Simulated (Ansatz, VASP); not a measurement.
# SnSe2: VASP beside Ansatz

Wanted: the spread between two codes on one cell, functional and k mesh. The cell is taken from a series of runs on this material, whose earlier steps may have relaxed, scaled, displaced or heated it; both programs get it as it stands.

Method: plane waves, with VASP 6.6.1 beside it; PBE, in Ansatz 0.2.0.

**1. The structure**

The cell holds 3 atoms: 1 Sn and 2 Se. Cell: a = 3.868 Å, b = 3.897 Å, c = 29.927 Å, α = 90.0°, β = 90.0°, γ = 119.8°. Vacuum lies along c.

Structure file:

```cif
data_structure
_symmetry_space_group_name_H-M 'P 1'
_symmetry_Int_Tables_number 1
_cell_length_a 3.8683
_cell_length_b 3.8974
_cell_length_c 29.9272
_cell_angle_alpha 90.000
_cell_angle_beta 90.000
_cell_angle_gamma 119.754
_cell_volume 391.71
loop_
_atom_site_label
_atom_site_type_symbol
_atom_site_fract_x
_atom_site_fract_y
_atom_site_fract_z
_atom_site_occupancy
Sn1 Sn 0.00000 0.00000 0.33414 1
Se2 Se 0.33325 0.66650 0.38724 1
Se3 Se 0.66675 0.33350 0.28105 1
```

**2. VASP: zone-centre phonons, PBE, pair 1**

Second derivatives magnify differences that forces hide, and they need a tight electronic threshold.

Lines of VASP's logs that name or quote its potential files are left out, and so is its time.

Input file INCAR:

```
SYSTEM = SnSe2
PREC = Accurate
ENCUT = 500
EDIFF = 1E-08
NELM = 120
ISMEAR = 0
SIGMA = 0.01
LREAL = .FALSE.
ALGO = Normal
GGA = PE
NBANDS = 19
LORBIT = 11
LWAVE = .FALSE.
LCHARG = .FALSE.
ISIF = 2
IBRION = 8
LASPH = .TRUE.
GGA_COMPAT = .FALSE.
EFERMI = MIDGAP
NELMDL = -8
KPAR = 2
```

Input file POSCAR:

```
SnSe2
1.0
    3.8683279779      0.0000000000      0.0000000000
   -1.9341639889      3.3835710020      0.0000000000
    0.0000000000      0.0000000000     29.9272000000
Sn Se
1 2
Direct
    0.0000000000      0.0000000000      0.3341441899
    0.3332484374      0.6664968748      0.3872351206
    0.6667515626      0.3335031252      0.2810532592
```

Input file KPOINTS:

```
Automatic mesh
0
Gamma
9 9 1
0 0 0
```

The projector-augmented-wave data sets are Sn_d and Se (PBE family, release 64).

Command:

```bash
mpirun -np 2 vasp_std
```

Numbers of over 12 decimals in the logs are rounded to 6 here.

What it wrote:

```text
[banner, memory and clock lines left out]
running    2 mpi-ranks, on    1 nodes
 distrk:  each k-point on    1 cores,    2 groups
 distr:  one band on    1 cores,    1 groups

 POSCAR found type information on POSCAR SnSe
 POSCAR found :  2 types and       3 ions
 LDA part: xc-table for (Slater+PW92), standard interpolation
 POSCAR, INCAR and KPOINTS ok, starting setup
 FFT: planning ... GRIDC
 FFT: planning ... GRID_SOFT
 FFT: planning ... GRID
 WAVECAR not read
 entering main loop
       N       E                     dE             d eps       ncg     rms          rms(c)
DAV:   1     0.173182524530E+03    0.17318E+03   -0.10186E+04  1150   0.983E+02
DAV:   2     0.927804015912E+01   -0.16390E+03   -0.15977E+03  1258   0.212E+02
DAV:   3    -0.116167609793E+02   -0.20895E+02   -0.20836E+02  1230   0.870E+01
DAV:   4    -0.121311614487E+02   -0.51440E+00   -0.51383E+00  1259   0.168E+01
DAV:   5    -0.121431637923E+02   -0.12002E-01   -0.12001E-01  1388   0.275E+00
DAV:   6    -0.121434331641E+02   -0.26937E-03   -0.26937E-03  1290   0.320E-01
DAV:   7    -0.121434450050E+02   -0.11841E-04   -0.11841E-04  1474   0.554E-02
DAV:   8    -0.121434450993E+02   -0.94324E-07   -0.94125E-07  1357   0.514E-03    0.463E+00
DAV:   9    -0.118779827197E+02    0.26546E+00   -0.61111E-01  1449   0.782E+00    0.301E+00
DAV:  10    -0.118641544176E+02    0.13828E-01   -0.22302E-01  1080   0.305E+00    0.528E-01
DAV:  11    -0.118605117082E+02    0.36427E-02   -0.25022E-02  1203   0.156E+00    0.281E-01
DAV:  12    -0.118608824472E+02   -0.37074E-03   -0.24130E-03  1122   0.322E-01    0.605E-02
DAV:  13    -0.118608908956E+02   -0.84485E-05   -0.13788E-04  1401   0.110E-01    0.309E-02
DAV:  14    -0.118609162478E+02   -0.25352E-04   -0.85401E-05  1170   0.479E-02    0.914E-03
[...]
DAV:  21    -0.118611085263E+02   -0.23520E-05   -0.29411E-08  1066   0.125E-03    0.214E-04
DAV:  22    -0.118611103305E+02   -0.18042E-05   -0.51255E-08  1014   0.597E-04    0.298E-04
DAV:  23    -0.118611110381E+02   -0.70765E-06   -0.43861E-09  1021   0.280E-04    0.189E-04
DAV:  24    -0.118611116450E+02   -0.60686E-06   -0.59025E-09   990   0.224E-04    0.954E-05
DAV:  25    -0.118611118603E+02   -0.21538E-06   -0.34953E-10  1055   0.129E-04    0.690E-05
DAV:  26    -0.118611119170E+02   -0.56614E-07    0.15214E-09  1060   0.588E-05    0.308E-05
DAV:  27    -0.118611119354E+02   -0.18430E-07    0.17836E-09   950   0.348E-05    0.143E-05
DAV:  28    -0.118611119375E+02   -0.20927E-08    0.18521E-09   870   0.267E-05
   1 F= -.11861112E+02 E0= -.11861112E+02  d E =0.000000E+00
 Linear response reoptimize wavefunctions to high precision
DAV:   1    -0.118611119406E+02   -0.30809E-08    0.18548E-09   937   0.164E-05
DAV:   2    -0.118611119405E+02    0.21828E-10    0.18402E-09   750   0.659E-06
DAV:   3    -0.118611119405E+02   -0.12733E-10    0.18542E-09   661   0.375E-06
 Linear response DOF=           6
 Linear response progress:
  Degree of freedom:   1/  6
       N       E                     dE             d eps       ncg     rms          rms(c)
RMM:   1    -0.208915057817E+00   -0.20892E+00    0.72465E-01  1144   0.129E+01
RMM:   2    -0.214082926484E+00   -0.51679E-02   -0.14230E-02  1702   0.883E-01    0.736E-02
RMM:   3    -0.213950674601E+00    0.13225E-03   -0.12599E-03  1840   0.241E-01    0.390E-02
RMM:   4    -0.213700715203E+00    0.24996E-03   -0.12536E-04  1895   0.801E-02    0.200E-02
RMM:   5    -0.213564175870E+00    0.13654E-03   -0.23517E-05  1820   0.346E-02    0.526E-03
RMM:   6    -0.213559772464E+00    0.44034E-05   -0.28503E-06  2044   0.130E-02    0.232E-03
RMM:   7    -0.213568900585E+00   -0.91281E-05   -0.40949E-07  1963   0.491E-03    0.478E-04
RMM:   8    -0.213568320151E+00    0.58043E-06   -0.52775E-08  2026   0.195E-03    0.268E-04
RMM:   9    -0.213569914162E+00   -0.15940E-05   -0.58144E-09  1979   0.862E-04    0.242E-05
RMM:  10    -0.213570127621E+00   -0.21346E-06    0.67687E-09  2148   0.390E-04    0.242E-05
RMM:  11    -0.213570227021E+00   -0.99400E-07    0.42754E-08  2088   0.192E-04    0.131E-05
RMM:  12    -0.213570264193E+00   -0.37172E-07    0.38685E-08  2079   0.107E-04    0.347E-06
RMM:  13    -0.213570259464E+00    0.47290E-08    0.17189E-08  2104   0.628E-05    0.213E-06
 first order change of Fermi-energy   0.18320E-03
 force on displaced ion       1 direction 1 :  -4.837   0.000   0.000
 Linear response progress:
  Degree of freedom:   2/  6
       N       E                     dE             d eps       ncg     rms          rms(c)
RMM:   1    -0.209000229104E+00   -0.20900E+00    0.71830E-01  1145   0.129E+01
RMM:   2    -0.214221709372E+00   -0.52215E-02   -0.14169E-02  1701   0.878E-01    0.735E-02
RMM:   3    -0.214088469494E+00    0.13324E-03   -0.12380E-03  1862   0.239E-01    0.388E-02
RMM:   4    -0.213838302043E+00    0.25017E-03   -0.12351E-04  1896   0.789E-02    0.200E-02
RMM:   5    -0.213701664112E+00    0.13664E-03   -0.23237E-05  1847   0.344E-02    0.527E-03
RMM:   6    -0.213697037189E+00    0.46269E-05   -0.31489E-06  2066   0.130E-02    0.248E-03
RMM:   7    -0.213706158600E+00   -0.91214E-05   -0.54099E-07  1970   0.504E-03    0.519E-04
RMM:   8    -0.213705945562E+00    0.21304E-06   -0.70951E-08  2080   0.198E-03    0.158E-04
RMM:   9    -0.213707334326E+00   -0.13888E-05   -0.60775E-08  2007   0.875E-04    0.294E-05
[...]
RMM:  11    -0.237685798709E+00   -0.30178E-05   -0.23158E-06  1894   0.966E-04    0.161E-04
RMM:  12    -0.237685314434E+00    0.48428E-06   -0.10938E-06  2038   0.341E-04    0.154E-04
RMM:  13    -0.237683634650E+00    0.16798E-05    0.20413E-07  1918   0.323E-04    0.497E-05
RMM:  14    -0.237683393796E+00    0.24085E-06    0.35456E-07  2006   0.131E-04    0.199E-05
RMM:  15    -0.237683219966E+00    0.17383E-06    0.17281E-08  1939   0.859E-05    0.162E-05
RMM:  16    -0.237683128624E+00    0.91342E-07    0.50291E-07  2021   0.497E-05    0.961E-06
RMM:  17    -0.237683337934E+00   -0.20931E-06    0.21800E-07  1931   0.455E-05    0.558E-06
RMM:  18    -0.237683312914E+00    0.25020E-07    0.16430E-07  1980   0.227E-05    0.326E-06
RMM:  19    -0.237683327288E+00   -0.14375E-07    0.40142E-08  1950   0.219E-05    0.222E-06
RMM:  20    -0.237683327267E+00    0.21035E-10   -0.10548E-07  1943   0.152E-05    0.171E-06
RMM:  21    -0.237683322090E+00    0.51769E-08   -0.11648E-07  1815   0.142E-05    0.522E-07
RMM:  22    -0.237683305690E+00    0.16400E-07   -0.26074E-08  1673   0.127E-05    0.715E-07
RMM:  23    -0.237683312455E+00   -0.67651E-08   -0.22466E-08  1508   0.122E-05    0.235E-07
 first order change of Fermi-energy   0.13510E-02
 force on displaced ion       1 direction 3 :   0.000   0.203 -15.068
 Linear response progress:
  Degree of freedom:   4/  6
       N       E                     dE             d eps       ncg     rms          rms(c)
RMM:   1    -0.791153919630E-01   -0.79115E-01    0.66843E-02  3598   0.140E+00
RMM:   2    -0.787775418872E-01    0.33785E-03   -0.24086E-03  2645   0.262E-01    0.856E-02
RMM:   3    -0.789876886389E-01   -0.21015E-03   -0.18038E-04  2948   0.785E-02    0.455E-02
RMM:   4    -0.792941952389E-01   -0.30651E-03   -0.60290E-05  3013   0.467E-02    0.730E-03
RMM:   5    -0.793157098496E-01   -0.21515E-04   -0.51190E-06  3185   0.146E-02    0.350E-03
RMM:   6    -0.793086583105E-01    0.70515E-05   -0.48774E-07  3194   0.397E-03    0.124E-03
RMM:   7    -0.793137597224E-01   -0.51014E-05   -0.15060E-07  3213   0.148E-03    0.410E-04
RMM:   8    -0.793150742751E-01   -0.13146E-05   -0.10242E-07  3233   0.520E-04    0.742E-05
RMM:   9    -0.793150041306E-01    0.70145E-07    0.27422E-08  3352   0.188E-04    0.189E-05
RMM:  10    -0.793149348158E-01    0.69315E-07   -0.67012E-08  3436   0.714E-05    0.713E-06
RMM:  11    -0.793149798444E-01   -0.45029E-07   -0.57959E-08  3212   0.349E-05    0.294E-06
RMM:  12    -0.793149813825E-01   -0.15381E-08   -0.11589E-08  3500   0.208E-05    0.107E-06
 first order change of Fermi-energy  -0.15341E-04
 force on displaced ion       2 direction 1 :  -2.778  -0.003   0.002
 Linear response progress:
  Degree of freedom:   5/  6
       N       E                     dE             d eps       ncg     rms          rms(c)
RMM:   1    -0.794423436957E-01   -0.79442E-01    0.65722E-02  2186   0.139E+00
RMM:   2    -0.789722118400E-01    0.47013E-03   -0.24359E-03  1623   0.259E-01    0.854E-02
RMM:   3    -0.791772210152E-01   -0.20501E-03   -0.17786E-04  1793   0.773E-02    0.455E-02
RMM:   4    -0.794823030101E-01   -0.30508E-03   -0.60577E-05  1839   0.469E-02    0.729E-03
RMM:   5    -0.795011453461E-01   -0.18842E-04   -0.52474E-06  1945   0.150E-02    0.353E-03
RMM:   6    -0.794943345039E-01    0.68108E-05   -0.44110E-07  1950   0.410E-03    0.125E-03
RMM:   7    -0.794996374788E-01   -0.53030E-05   -0.52372E-08  1964   0.154E-03    0.418E-04
RMM:   8    -0.795010967674E-01   -0.14593E-05   -0.47832E-08  1963   0.510E-04    0.104E-04
RMM:   9    -0.795012463174E-01   -0.14955E-06    0.14108E-08  2048   0.190E-04    0.318E-05
RMM:  10    -0.795010692325E-01    0.17708E-06    0.79100E-08  1991   0.866E-05    0.783E-06
RMM:  11    -0.795011053925E-01   -0.36160E-07   -0.70144E-08  2095   0.418E-05    0.530E-06
RMM:  12    -0.795011253731E-01   -0.19981E-07    0.92350E-09  2016   0.255E-05    0.177E-06
RMM:  13    -0.795011276206E-01   -0.22475E-08   -0.41154E-08  1984   0.187E-05    0.827E-07
 first order change of Fermi-energy  -0.90990E-01
 force on displaced ion       2 direction 2 :  -0.000  -2.683   0.074
 Linear response progress:
  Degree of freedom:   6/  6
       N       E                     dE             d eps       ncg     rms          rms(c)
RMM:   1    -0.114334488048E+00   -0.11433E+00    0.66473E-02  2186   0.147E+00
RMM:   2    -0.112684126704E+00    0.16504E-02   -0.22236E-03  1704   0.237E-01    0.912E-02
RMM:   3    -0.112471472082E+00    0.21265E-03   -0.27465E-04  1845   0.891E-02    0.421E-02
RMM:   4    -0.112418714238E+00    0.52758E-04   -0.57847E-05  1876   0.415E-02    0.229E-02
RMM:   5    -0.112410705706E+00    0.80085E-05   -0.29674E-05  1871   0.284E-02    0.801E-03
RMM:   6    -0.112405211435E+00    0.54943E-05   -0.22094E-06  1945   0.901E-03    0.341E-03
RMM:   7    -0.112403804920E+00    0.14065E-05   -0.72626E-07  1887   0.379E-03    0.599E-04
RMM:   8    -0.112406015946E+00   -0.22110E-05   -0.27502E-07  1831   0.147E-03    0.298E-04
RMM:   9    -0.112408374293E+00   -0.23583E-05   -0.24135E-07  1886   0.925E-04    0.193E-04
RMM:  10    -0.112409352803E+00   -0.97851E-06   -0.27530E-07  1914   0.494E-04    0.900E-05
RMM:  11    -0.112411050059E+00   -0.16973E-05   -0.41647E-07  1895   0.508E-04    0.644E-05
RMM:  12    -0.112411689425E+00   -0.63937E-06   -0.10382E-06  1944   0.295E-04    0.360E-05
RMM:  13    -0.112411717864E+00   -0.28439E-07   -0.20964E-07  1958   0.129E-04    0.232E-05
RMM:  14    -0.112411685322E+00    0.32542E-07   -0.19791E-07  1934   0.897E-05    0.911E-06
RMM:  15    -0.112411690965E+00   -0.56429E-08   -0.53204E-07  1920   0.600E-05    0.742E-06
RMM:  16    -0.112411721471E+00   -0.30506E-07   -0.99232E-08  1962   0.473E-05    0.293E-06
RMM:  17    -0.112411716328E+00    0.51433E-08   -0.31527E-07  2018   0.249E-05    0.178E-06
RMM:  18    -0.112411716298E+00    0.29648E-10   -0.22714E-07  1878   0.225E-05    0.161E-06
RMM:  19    -0.112411723199E+00   -0.69011E-08   -0.24188E-07  1912   0.156E-05    0.598E-07
RMM:  20    -0.112411721150E+00    0.20498E-08   -0.24233E-07  1785   0.127E-05    0.456E-07
RMM:  21    -0.112411720733E+00    0.41678E-09   -0.24062E-07  1463   0.106E-05    0.191E-07
RMM:  22    -0.112411720241E+00    0.49155E-09   -0.23791E-07  1580   0.107E-05    0.101E-07
RMM:  23    -0.112411719991E+00    0.24995E-09   -0.24126E-07  1158   0.985E-06    0.609E-08
 first order change of Fermi-energy   0.29671E+00
 force on displaced ion       2 direction 3 :   0.000   0.071  -8.244
 Linear response finished
```

Parts of OUTCAR (step 2):

```text
ion  position               nearest neighbor table
   1  0.000  0.000  0.334-   2 2.75   3 2.75   3 2.75   2 2.75   3 2.76   2 2.76
   2  0.333  0.666  0.387-   1 2.75   1 2.75   1 2.76
   3  0.667  0.334  0.281-   1 2.75   1 2.75   1 2.76

  LATTYP: Found a base centered orthorhombic cell.
 ALAT       =     3.8683279779
 B/A-ratio  =     1.7493713156
 C/A-ratio  =     7.7364691337

 Subroutine GETGRP returns: Found  4 space group operations
 (whereof  2 operations were pure point group operations)

The static configuration has the point symmetry C_1h.
 The point group associated with its full space group is C_2h.

 Found     25 irreducible k-points:

   k-points           NKPTS =     25   k-points in BZ     NKDIM =     25   number of bands    NBANDS=     19

   dimension x,y,z NGX =    28 NGY =   28 NGZ =  224
   dimension x,y,z NGXF=    56 NGYF=   56 NGZF=  448

   ENCUT  =  500.0 eV  36.75 Ry    6.06 a.u.   7.05  7.11 54.56*2*pi/ulx,y,z

   NELECT =      26.0000    total number of electrons

 k-points in reciprocal lattice and weights: Automatic mesh
   0.00000000  0.00000000  0.00000000       0.012
   0.11111111  0.00000000  0.00000000       0.049
   0.22222222  0.00000000  0.00000000       0.049
   0.33333333  0.00000000  0.00000000       0.049
   0.44444444  0.00000000  0.00000000       0.049
   0.00000000  0.11111111  0.00000000       0.025
   0.11111111  0.11111111  0.00000000       0.049
   0.22222222  0.11111111  0.00000000       0.049
   0.33333333  0.11111111  0.00000000       0.049
[...]
0.00000000  0.44444444  0.00000000       0.025
   0.11111111  0.44444444  0.00000000       0.025

 average (electrostatic) potential at core
       1-110.8056       2 -61.4314       3 -61.4314

  Total       -0.0866773     -0.4429014      0.0284507     -0.0000000     -0.0032675     -0.0000000
  in kB       -0.3545287     -1.8115609      0.1163694     -0.0000000     -0.0133647     -0.0000000
  external PRESSURE =      -0.6832401 kB  Pullay stress =       0.0000000 kB

  energy-cutoff  :      500.00
  volume of cell :      391.71
      direct lattice vectors                 reciprocal lattice vectors
     3.868327978  0.000000000  0.000000000     0.258509621  0.147772871  0.000000000
    -1.934163989  3.383571002  0.000000000     0.000000000  0.295545741  0.000000000
     0.000000000  0.000000000 29.927200000     0.000000000  0.000000000  0.033414419

 POSITION                                       TOTAL-FORCE (eV/Angst)
 -----------------------------------------------------------------------------------
      0.00000      0.00000     10.00000         0.000000     -0.000000      0.000000
      0.00000      2.25514     11.58886        -0.000000     -0.001006      0.012659
      1.93416      1.12843      8.41114         0.000000      0.001006     -0.012659
 -----------------------------------------------------------------------------------
    total drift:                               -0.000000      0.000000      0.000069

 Eigenvectors and eigenvalues of the dynamical matrix
 ----------------------------------------------------

   1 f  =    7.378490 THz    46.360419 2PiTHz  246.119928 cm-1    30.514968 meV
             X         Y         Z           dx          dy          dz
      0.000000  0.000000 10.000000     0.000000    0.014460   -0.754819
      0.000000  2.255139 11.588863    -0.000000   -0.008920    0.463616
      1.934164  1.128432  8.411137    -0.000000   -0.008920    0.463616

   2 f  =    5.256114 THz    33.025138 2PiTHz  175.325087 cm-1    21.737531 meV
             X         Y         Z           dx          dy          dz
      0.000000  0.000000 10.000000    -0.000000   -0.000000   -0.000000
      0.000000  2.255139 11.588863    -0.000000   -0.005148    0.707088
      1.934164  1.128432  8.411137     0.000000    0.005148   -0.707088

   3 f  =    4.164791 THz    26.168151 2PiTHz  138.922462 cm-1    17.224182 meV
             X         Y         Z           dx          dy          dz
      0.000000  0.000000 10.000000     0.757714    0.000000    0.000000
      0.000000  2.255139 11.588863    -0.461448   -0.000000   -0.000000
      1.934164  1.128432  8.411137    -0.461448   -0.000000   -0.000000

   4 f  =    4.029823 THz    25.320122 2PiTHz  134.420410 cm-1    16.665999 meV
             X         Y         Z           dx          dy          dz
      0.000000  0.000000 10.000000     0.000000   -0.756775   -0.014433
      0.000000  2.255139 11.588863    -0.000000    0.462019    0.008942
      1.934164  1.128432  8.411137    -0.000000    0.462019    0.008942

   5 f  =    3.132244 THz    19.680468 2PiTHz  104.480407 cm-1    12.953914 meV
             X         Y         Z           dx          dy          dz
      0.000000  0.000000 10.000000    -0.000000   -0.000000    0.000000
      0.000000  2.255139 11.588863    -0.707107   -0.000000   -0.000000
      1.934164  1.128432  8.411137     0.707107    0.000000    0.000000

   6 f  =    3.109256 THz    19.536034 2PiTHz  103.713628 cm-1    12.858845 meV
             X         Y         Z           dx          dy          dz
      0.000000  0.000000 10.000000    -0.000000   -0.000000   -0.000000
      0.000000  2.255139 11.588863     0.000000   -0.707088   -0.005148
      1.934164  1.128432  8.411137    -0.000000    0.707088    0.005148

   7 f/i=    0.006670 THz     0.041909 2PiTHz    0.222486 cm-1     0.027585 meV
             X         Y         Z           dx          dy          dz
      0.000000  0.000000 10.000000    -0.000000   -0.157319   -0.636487
      0.000000  2.255139 11.588863    -0.000000   -0.128755   -0.518160
      1.934164  1.128432  8.411137    -0.000000   -0.128755   -0.518160

   8 f/i=    0.008445 THz     0.053063 2PiTHz    0.281703 cm-1     0.034927 meV
             X         Y         Z           dx          dy          dz
      0.000000  0.000000 10.000000     0.000000   -0.634297    0.157874
      0.000000  2.255139 11.588863     0.000000   -0.519501    0.128415
      1.934164  1.128432  8.411137     0.000000   -0.519501    0.128415

   9 f/i=    0.013723 THz     0.086223 2PiTHz    0.457746 cm-1     0.056753 meV
             X         Y         Z           dx          dy          dz
      0.000000  0.000000 10.000000     0.652586    0.000000   -0.000000
      0.000000  2.255139 11.588863     0.535785    0.000000   -0.000000
      1.934164  1.128432  8.411137     0.535785    0.000000   -0.000000

 ELASTIC MODULI CONTR FROM IONIC RELAXATION (kBar)
 Direction    XX          YY          ZZ          XY          YZ          ZX
 --------------------------------------------------------------------------------
 XX         -29.6033    -29.0510    -72.6718     -0.0000      4.8505      0.0000
 YY         -29.0510    -29.2357    -72.7139     -0.0000     -0.8828     -0.0000
 ZZ         -72.6718    -72.7139   -181.0876     -0.0000      1.0527      0.0000
 XY          -0.0000     -0.0000     -0.0000     -0.1242     -0.0000     -3.0584
 YZ           4.8505     -0.8828      1.0527     -0.0000    -44.6189     -0.0000
 ZX           0.0000     -0.0000      0.0000     -3.0584     -0.0000    -75.2935
 --------------------------------------------------------------------------------
```

(Part 1 of 2 ends here.)

[Lines on the potential files, build, host, timing and source positions are cut from VASP's logs without a mark.]

[Logs are printed without paths, hosts, clocks, repeated set-up lines and the standing remarks that a program may print on its own settings, such as how far it seeks lower states.]

[Hosts, paths, dates, database ids (printed as entryN), source tags and the programs' standing remarks are cut or masked in the printed files.]
